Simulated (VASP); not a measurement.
Energy against volume of RuAl (CsCl type). All values below come from SCAN meta-GGA, VASP's PBE PAW potentials (set 64) (plane waves; VASP). Run with 520 eV cut-off, 12×12×12 Γ-centred mesh, first-order Methfessel-Paxton smearing of 0.10 eV, potentials Al Ru_pv.

```csv
V (Å³/atom),E (eV/atom)
12.271,-22.09781
12.663,-22.12665
13.054,-22.13535
13.446,-22.12675
```

Problem. Fit these four points and predict the energy of the run at 13.837 Å³/atom.

Solution. A cubic in V^(−2/3), the third-order Birch-Murnaghan form, passes through the four points with V0 = 13.05 Å³/atom and B0 = 236 GPa, and gives -22.1032 eV/atom there. The run gave -22.1034 eV/atom, -0.1 meV/atom from the fit; all five points give B0 = 236 GPa.

The compound is RuAl in the CsCl type structure. It was relaxed first.
